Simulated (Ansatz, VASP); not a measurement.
# Ga2O3 in two plane-wave programs, part 2 of 2

One calculation is typed for both programs; each brings its own data sets. How far apart do they land? The cell is taken from a series of runs on this material, whose earlier steps may have relaxed, scaled, displaced or heated it; both programs get it as it stands.

VASP 6.6.1 and Ansatz 0.2.0.

So far. Step 2 (VASP: single point, LDA): The run ends at a pressure of -5.36 GPa, with forces up to 0.056 eV/Å.

### Step 5. VASP: single point, r2SCAN

Level of this step: r2SCAN; plane waves and PAW (Ga_d, O) (VASP).

A single point gives forces, pressure and levels at one fixed geometry, so differences don't come from the geometry; what else differs is listed under the comparison.

The input, INCAR:

```
SYSTEM = Ga2O3
PREC = Accurate
ENCUT = 660
EDIFF = 1E-06
NELM = 120
ISMEAR = 0
SIGMA = 0.01
LREAL = .FALSE.
ALGO = Normal
METAGGA = R2SCAN
LASPH = .TRUE.
NBANDS = 54
LORBIT = 11
LWAVE = .FALSE.
LCHARG = .FALSE.
ISIF = 2
GGA_COMPAT = .FALSE.
EFERMI = MIDGAP
LMIXTAU = .TRUE.
KPAR = 2
```

The input, POSCAR:

```
Ga2O3
1.0
    2.4986991939      1.4426246522      4.4835497685
   -2.4986991939      1.4426246522      4.4835497685
    0.0000000000     -2.8852493044      4.4835497685
Ga O
4 6
Direct
    0.8555855800      0.8555855800      0.8555855800
    0.6444144200      0.6444144200      0.6444144200
    0.1444144200      0.1444144200      0.1444144200
    0.3555855800      0.3555855800      0.3555855800
    0.7500000000      0.4468328200      0.0531671800
    0.4468328200      0.0531671800      0.7500000000
    0.0531671800      0.7500000000      0.4468328200
    0.2500000000      0.5531671800      0.9468328200
    0.9468328200      0.2500000000      0.5531671800
    0.5531671800      0.9468328200      0.2500000000
```

The input, KPOINTS:

```
Automatic mesh
0
Gamma
6 6 6
0 0 0
```

Potentials, in the order of the species: Ga_d and O (PBE family, release 64).

The run is started by

```sh
mpirun -np 2 vasp_std
```

Numbers of over 12 decimals in the logs are rounded to 6 here.

The program printed:

```text
[banner, memory and clock lines left out]
running    2 mpi-ranks, on    1 nodes
[...]
[... a notice as in an earlier step ...]

 LDA part: xc-table for (None), standard interpolation
 POSCAR, INCAR and KPOINTS ok, starting setup
[...]
entering main loop
       N       E                     dE             d eps       ncg     rms          rms(c)
DAV:   1     0.130808689022E+04    0.13081E+04   -0.47358E+04  4144   0.361E+03
DAV:   2     0.184069191254E+03   -0.11240E+04   -0.10606E+04  3480   0.953E+02
DAV:   3    -0.103760002096E+03   -0.28783E+03   -0.27948E+03  4004   0.300E+02
DAV:   4    -0.127502585747E+03   -0.23743E+02   -0.23485E+02  4192   0.909E+01
[...]
DAV:  20    -0.102372371124E+03    0.24356E-05   -0.45151E-06  3224   0.167E-02    0.812E-04
DAV:  21    -0.102372372875E+03   -0.17517E-05   -0.10586E-06  2512   0.786E-03    0.241E-04
DAV:  22    -0.102372372565E+03    0.31056E-06   -0.11151E-07  2214   0.314E-03
   1 F= -.10237237E+03 E0= -.10237237E+03  d E =0.000000E+00
```

Parts of OUTCAR (step 5):

```text
  Total        0.0400868      0.0400868      0.0698082      0.0000000      0.0000000      0.0000000
  in kB        0.6623254      0.6623254      1.1533905      0.0000000      0.0000000      0.0000000
  external PRESSURE =       0.8260138 kB  Pullay stress =       0.0000000 kB

 POSITION                                       TOTAL-FORCE (eV/Angst)
 -----------------------------------------------------------------------------------
      0.00000      0.00000     11.50818         0.000000      0.000000     -0.038055
      0.00000      0.00000      8.66779         0.000000      0.000000      0.038055
      0.00000      0.00000      1.94247         0.000000      0.000000      0.038055
      0.00000      0.00000      4.78286         0.000000      0.000000     -0.038055
      0.75752      1.57318      5.60444         0.000324     -0.000561      0.000000
      0.98365     -1.44262      5.60444        -0.000647      0.000000      0.000000
     -1.74118     -0.13056      5.60444         0.000324      0.000561      0.000000
     -0.75752     -1.57318      7.84621        -0.000324      0.000561      0.000000
      1.74118      0.13056      7.84621        -0.000324     -0.000561      0.000000
     -0.98365      1.44262      7.84621         0.000647      0.000000      0.000000
 -----------------------------------------------------------------------------------
    total drift:                                0.000000     -0.000000      0.000000

  FREE ENERGIE OF THE ION-ELECTRON SYSTEM (eV)
  ---------------------------------------------------
  free  energy   TOTEN  =      -102.3723725646 eV

  energy  without entropy=     -102.3723725646  energy(sigma->0) =     -102.37237256

[... 1 part as in an earlier step ...]

[... 2 further parts left out ...]
[key lines of the parts left out:]
E-fermi :   5.8023
```

The run ends at a pressure of 0.08 GPa, with forces up to 0.038 eV/Å.

### Step 6. Ansatz: single point, r2SCAN

The same cell, functional and mesh now go to Ansatz, which takes its cutoff from its data sets.

The cell is taken from a series of runs on this material, whose earlier steps may have relaxed, scaled, displaced or heated it; both programs get it as it stands.

The input, input.yaml:

```yaml
crystal:
  lattice:
    - [2.4986991939, 1.4426246522, 4.4835497685]
    - [-2.4986991939, 1.4426246522, 4.4835497685]
    - [0.0, -2.8852493044, 4.4835497685]
  atoms:
    - { symbol: Ga, position: [0.85558558, 0.85558558, 0.85558558] }
    - { symbol: Ga, position: [0.64441442, 0.64441442, 0.64441442] }
    - { symbol: Ga, position: [0.14441442, 0.14441442, 0.14441442] }
    - { symbol: Ga, position: [0.35558558, 0.35558558, 0.35558558] }
    - { symbol: O, position: [0.75, 0.44683282, 0.05316718] }
    - { symbol: O, position: [0.44683282, 0.05316718, 0.75] }
    - { symbol: O, position: [0.05316718, 0.75, 0.44683282] }
    - { symbol: O, position: [0.25, 0.55316718, 0.94683282] }
    - { symbol: O, position: [0.94683282, 0.25, 0.55316718] }
    - { symbol: O, position: [0.55316718, 0.94683282, 0.25] }
kpoints:
  mp_grid: { grid: [6, 6, 6] }
  band_path:
    path:
      - [0.0, 0.0, 0.0]
      - [0.5, 0.5, 0.5]
      - [0.76431389, 0.23568611, 0.5]
      - [0.5, -0.23568611, 0.23568611]
      - [0.5, 0.0, 0.0]
      - [0.36784305, -0.36784305, 0.0]
      - [0.63215695, 0.0, 0.36784305]
      - [0.5, 0.0, 0.5]
      - [0.0, 0.1666666667, -0.1666666667]
    npoints: 1
hamiltonian:
  xc: r2scan
scf:
  occupations: { method: fixed }
  n_extra_bands: 7
output:
  eigenvalues: true
  forces: true
  stress: true
```

The run is started by

```sh
ansatz run input.yaml --threads 3 --pin off --max-ram 92160MiB --backend cuda --devices 1 --max-vram 13GiB --events-out ev --progress --plain --runs-dir out
```

The program printed:

```text
[...]
GPUs: using 1 of 1 available (devices: 1).
[...]
GPU FFT provider: cuFFT
GPU libraries: cuBLAS 13.8.2, cuFFT 12.4.0, cuSOLVER 12.3.4
Crystal: 10 atoms, lattice volume = 96.971 Å³
Basis set: ecut = 500 eV, 2429 PW (Γ), exchange–correlation on 160×160×160 points (64 copies of the dense FFT grid, shifted against one another)
[...]
k-point 0: bands = [... 40 lower, 8.3974, 8.4061, 8.4616, 8.4616, 12.1979, 16.1909, 16.3234, 18.4207, ... 3 higher]
  k-point 1: bands = [... 40 lower, 8.1902, 8.2891, 8.5296, 8.6391, 13.0168, 16.0897, 16.6790, 18.0494, ... 3 higher]
  k-point 2: bands = [... 40 lower, 7.9821, 8.0762, 8.5177, 8.6557, 14.5295, 15.9658, 16.6395, 17.2453, ... 3 higher]
  k-point 31: bands = [... 40 lower, 8.4134, 8.4134, 8.4134, 8.4134, 15.2942, 15.2942, 17.4188, 17.4188, ... 3 higher]
[key lines of the parts left out:]
SCF converged after 7 iterations
Free energy (F): -18577.661517 eV
Fermi energy:    8.716220 eV
P = ⅓ Tr σ = -1.3860 GPa (-13.860 kbar)
```

### Step 7. Side by side

What differs besides the data sets and the points named for the pairs above, as far as they apply: VASP keeps PBE cores, Ansatz makes them for the functional; the cutoff is 500 eV in Ansatz and 660 eV in VASP. Total energies have different zeros and are not compared.

The two programs side by side:

| quantity | Ansatz | VASP | difference |
| --- | --- | --- | --- |
| pressure (GPa) | -1.39 | 0.08 | -1.47 |
| gap on the k mesh (eV) | 3.482 | 3.477 | +0.005 |

At this near-relaxed geometry the largest component of a force difference is 34 meV/Å. A gap on the mesh is an upper bound, since the band edges may lie between its points.

### Step 8. Results

```
r.m.s. force difference (single point, LDA)    : 13 meV/Å
difference in pressure (single point, LDA)     : -1.3 GPa
r.m.s. force difference (single point, r2SCAN) : 18 meV/Å
difference in pressure (single point, r2SCAN)  : -1.5 GPa
```

In words: The r.m.s. force difference is 18 meV/Å (single point, r2SCAN), beyond the 12 meV/Å picked in this series as the mark of a large difference. By the marks of this series, far apart in the single point, LDA pair: the r.m.s. force difference, 13 meV/Å and the difference in pressure, -1.3 GPa. What causes the difference of the single point, LDA pair stays open here. By the marks of this series, far apart in the single point, r2SCAN pair: the r.m.s. force difference, 18 meV/Å and the difference in pressure, -1.5 GPa. What causes the difference of the single point, r2SCAN pair stays open here. Such differences can come from data sets, numerical settings and the points named under the comparisons, not from the functional's error against experiment.

[Lines on the potential files, build, host, timing and source positions are cut from VASP's logs without a mark.]

[Logs are printed without paths, hosts, clocks, repeated set-up lines and the standing remarks that a program may print on its own settings, such as how far it seeks lower states.]

[Hosts, paths, dates, database ids (printed as entryN), source tags and the programs' standing remarks are cut or masked in the printed files.]
